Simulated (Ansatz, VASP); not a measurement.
# HfO2: VASP beside Ansatz, part 3 of 3

Aim: how closely do two programs agree when they are given the same cell, functional and k mesh? The structure shown is the start of the Ansatz relaxation below; VASP solves that cell, so the two are compared at the walk's first step.

VASP 6.6.1 and Ansatz 0.2.0.

So far. Step 7 (VASP: single point, LDA, start cell, pair 2): The run ends at a pressure of 10.86 GPa, with forces up to 0.11 eV/Å.

## (10) Ansatz: relaxation, LDA

Level of this step: Ansatz beside VASP: Kohn-Sham DFT, plane waves, LDA (Ansatz).

The two programs are compared at the cell with which this relaxation starts, whose forces are those of its first step. The cell compared in this pair holds 122.79 Å³, against 125.46 Å³ for the pair before.

The structure compared here is the start of the Ansatz relaxation; VASP solves that cell, so the two are compared at the walk's first step.

Input file input.yaml:

```yaml
crystal:
  lattice:
    - [4.8818134073, 0.0, 0.0671851248]
    - [0.0, 5.1004011349, 0.0]
    - [-0.7506670417, 0.0, 4.921245087]
  atoms:
    - { symbol: O, position: [0.4420607803, 0.7618351283, 0.4884419661] }
    - { symbol: O, position: [0.5579392197, 0.2618351283, 0.0115580339] }
    - { symbol: O, position: [0.5579392197, 0.2381648717, 0.5115580339] }
    - { symbol: O, position: [0.4420607803, 0.7381648717, 0.9884419661] }
    - { symbol: O, position: [0.0914915224, 0.3733686309, 0.3089876213] }
    - { symbol: O, position: [0.9085084776, 0.8733686309, 0.1910123787] }
    - { symbol: O, position: [0.9085084776, 0.6266313691, 0.6910123787] }
    - { symbol: O, position: [0.0914915224, 0.1266313691, 0.8089876213] }
    - { symbol: Hf, position: [0.2774847913, 0.0399668129, 0.2114621072] }
    - { symbol: Hf, position: [0.7225152087, 0.5399668129, 0.2885378928] }
    - { symbol: Hf, position: [0.7225152087, 0.9600331871, 0.7885378928] }
    - { symbol: Hf, position: [0.2774847913, 0.4600331871, 0.7114621072] }
kpoints:
  mp_grid: { grid: [4, 4, 4] }
hamiltonian:
  xc: lda
  pseudopotentials: { kind: paw, azcp: { folder: soft_1 }, xc_functional: pbe }
scf:
  occupations: { method: fixed }
output:
  forces: true
  stress: true
  eigenvalues: true
relax:
  adjacent_minimum: "off"
  f_tol: 0.001
  max_steps: 60
  cell: { stress_tol: 0.01, fix: [volume] }
```

The run is started by

```
$ ansatz run input.yaml --threads 8 --pin off --max-ram 20480MiB --backend cpu --events-out ev --progress --plain --runs-dir out
```

Numbers of over 12 decimals in the logs are rounded to 6 here.

The log of the run:

```text
[...]
Crystal: 12 atoms, lattice volume = 122.792 Å³
Basis set: ecut = 420 eV, 2403 PW (Γ)
Bands: 92, of which v1, the nominal top of the filled ones, is band 76 counted from 1 (75 counted from 0)
Symmetry: 4 space group operations
[...]
k-points: 30 of 64
[...]
- { symbol: O, position: [0.097036, 0.381669, 0.300737] }
    - { symbol: O, position: [0.902964, 0.881669, 0.199263] }
    - { symbol: O, position: [0.902964, 0.618331, 0.699263] }
    - { symbol: O, position: [0.097036, 0.118331, 0.800737] }
    - { symbol: Hf, position: [0.276626, 0.038956, 0.213694] }
    - { symbol: Hf, position: [0.723374, 0.538956, 0.286306] }
    - { symbol: Hf, position: [0.723374, 0.961044, 0.786306] }
    - { symbol: Hf, position: [0.276626, 0.461044, 0.713694] }
[key lines of the parts left out:]
SCF converged after 5 iterations
Free energy (F): -66374.742971 eV
Fermi energy:    14.677122 eV
P = ⅓ Tr σ = 14.4636 GPa (144.636 kbar)
```

## (11) VASP: single point, LDA, start cell, pair 3

The same cell, functional (in two slightly different forms) and mesh now go to VASP, with its own data sets.

Input file INCAR:

```
SYSTEM = HfO2
PREC = Accurate
ENCUT = 520
EDIFF = 1E-06
NELM = 120
ISMEAR = 0
SIGMA = 0.01
LREAL = .FALSE.
ALGO = Normal
GGA = CA
NBANDS = 56
LASPH = .TRUE.
LORBIT = 11
LWAVE = .FALSE.
LCHARG = .FALSE.
ISIF = 2
GGA_COMPAT = .FALSE.
EFERMI = MIDGAP
KPAR = 2
```

Input file POSCAR:

```
HfO2
1.0
    4.8818130000      0.0000000000      0.0671850000
    0.0000000000      5.1004010000      0.0000000000
   -0.7506670000      0.0000000000      4.9212450000
O Hf
8 4
Direct
    0.4420608390      0.7618351969      0.4884420797
    0.5579392788      0.2618350988      0.0115580203
    0.5579391922      0.2381648031      0.5115581231
    0.4420607212      0.7381649012      0.9884419797
    0.0914915963      0.3733686822      0.3089876926
    0.9085085215      0.8733685842      0.1910124074
    0.9085086393      0.6266313178      0.6910125074
    0.0914914785      0.1266314158      0.8089875926
    0.2774847539      0.0399668575      0.2114621781
    0.7225153639      0.5399667595      0.2885379219
    0.7225152773      0.9600331425      0.7885380246
    0.2774848405      0.4600332405      0.7114620753
```

Input file KPOINTS:

```
Automatic mesh
0
Gamma
4 4 4
0 0 0
```

PAW data sets: O and Hf_pv (LDA family, release 64).

The run is started by

```
$ mpirun -np 2 vasp_std
```

The log of the run:

```text
[... set-up lines as in an earlier step ...]
 entering main loop
       N       E                     dE             d eps       ncg     rms          rms(c)
DAV:   1     0.556185114263E+03    0.55619E+03   -0.50777E+04  3360   0.159E+03
DAV:   2    -0.120568879409E+03   -0.67675E+03   -0.65599E+03  4208   0.413E+02
DAV:   3    -0.152637181036E+03   -0.32068E+02   -0.31945E+02  3952   0.821E+01
DAV:   4    -0.153018028628E+03   -0.38085E+00   -0.38028E+00  4184   0.968E+00
[...]
DAV:  12    -0.132569727426E+03    0.80585E-05   -0.16441E-04  3856   0.627E-02    0.325E-02
DAV:  13    -0.132569725523E+03    0.19028E-05   -0.30549E-05  3864   0.259E-02    0.158E-02
DAV:  14    -0.132569725225E+03    0.29847E-06   -0.30856E-06  3280   0.820E-03
   1 F= -.13256973E+03 E0= -.13256973E+03  d E =0.000000E+00
```

OUTCAR, selected parts (step 11):

```text
  Total       11.6276714     11.7016773     11.0295009      0.0000000      0.0000000      0.3070794
  in kB      151.7162664    152.6818860    143.9114204      0.0000000      0.0000000      4.0067305
  external PRESSURE =     149.4365243 kB  Pullay stress =       0.0000000 kB

 POSITION                                       TOTAL-FORCE (eV/Angst)
 -----------------------------------------------------------------------------------
      1.79140      3.88567      2.43344        -0.044936     -0.014040      0.016319
      2.71508      1.33546      0.09437         0.044936     -0.014040     -0.016319
      2.33975      1.21474      2.55499         0.044936      0.014040     -0.016319
      1.41607      3.76494      4.89406        -0.044936      0.014040      0.016319
      0.21470      1.90433      1.52675         0.052476      0.033113     -0.051876
      4.29178      4.45453      1.00106        -0.052476      0.033113      0.051876
      3.91645      3.19607      3.46168        -0.052476     -0.033113      0.051876
     -0.16064      0.64587      3.98737         0.052476     -0.033113     -0.051876
      1.19589      0.20385      1.05930         0.110880     -0.014139      0.019356
      3.31059      2.75405      1.46851        -0.110880     -0.014139     -0.019356
      2.93526      4.89655      3.92913        -0.110880      0.014139     -0.019356
      0.82056      2.34635      3.51992         0.110880      0.014139      0.019356
 -----------------------------------------------------------------------------------
    total drift:                               -0.001039     -0.004384      0.001550

  FREE ENERGIE OF THE ION-ELECTRON SYSTEM (eV)
  ---------------------------------------------------
  free  energy   TOTEN  =      -132.5697252250 eV

  energy  without entropy=     -132.5697252250  energy(sigma->0) =     -132.56972522

[... 1 part as in an earlier step ...]

[... 2 further parts left out ...]
[key lines of the parts left out:]
E-fermi :   5.9667
```

The run ends at a pressure of 14.94 GPa, with forces up to 0.11 eV/Å.

## (12) Side by side

What differs besides the data sets and the points named for the pairs above, as far as they apply: the data sets hold 152 valence electrons in Ansatz (on its PAW soft_1 files) and 88 in VASP. Total energies have different zeros and are not compared.

Forces on 7 of the 12 atoms, those with the largest forces and the largest differences (eV/Å; atoms numbered as in POSCAR):

```csv
atom,"Ansatz x, y, z","VASP x, y, z"
O5,"0.066, 0.067, -0.110","0.052, 0.033, -0.052"
O6,"-0.066, 0.067, 0.110","-0.052, 0.033, 0.052"
O7,"-0.066, -0.067, 0.110","-0.052, -0.033, 0.052"
O8,"0.066, -0.067, -0.110","0.052, -0.033, -0.052"
Hf10,"-0.090, -0.034, -0.068","-0.111, -0.014, -0.019"
Hf11,"-0.090, 0.034, -0.068","-0.111, 0.014, -0.019"
Hf12,"0.090, 0.034, 0.068","0.111, 0.014, 0.019"
```

The forces differ by 33 meV/Å r.m.s., which is 67.4 % of the r.m.s. force of 0.049 eV/Å (both taken over all components).

## (13) Other set-ups

Further runs change the set-up of one program: Ansatz's method, potentials or start, or VASP's data sets, cutoff or form of LDA. The table gives that difference for each run.

```csv
run,r.m.s. force difference (meV/Å)
as above,33
VASP with a cutoff of 600 eV (perhaps on Ansatz's relaxed cell),34
```

## (14) Results

| Quantity | Value |
| --- | --- |
| r.m.s. force difference (single point, LDA, start cell, pair 1) | 27 meV/Å |
| r.m.s. force difference (single point, LDA, start cell, pair 2) | 31 meV/Å |
| r.m.s. force difference (single point, LDA, start cell, pair 3) | 33 meV/Å |

**Reading.** The r.m.s. force difference is 33 meV/Å (single point, LDA, start cell, pair 3), beyond the 12 meV/Å picked in this series as the mark of a large difference. The data sets hold unlike numbers of valence electrons (152 in Ansatz and 88 in VASP), so part of the differences comes from the potentials. Such differences can come from data sets, numerical settings and the points named under the comparisons, not from the functional's error against experiment.

[Lines on the potential files, build, host, timing and source positions are cut from VASP's logs without a mark.]

[Logs are printed without paths, hosts, clocks, repeated set-up lines and the standing remarks that a program may print on its own settings, such as how far it seeks lower states.]

[Hosts, paths, dates, database ids (printed as entryN), source tags and the programs' standing remarks are cut or masked in the printed files.]

[Rows of further runs with another cutoff or data set may stand on the cell that Ansatz relaxed, not on the start cell of the pair above them.]
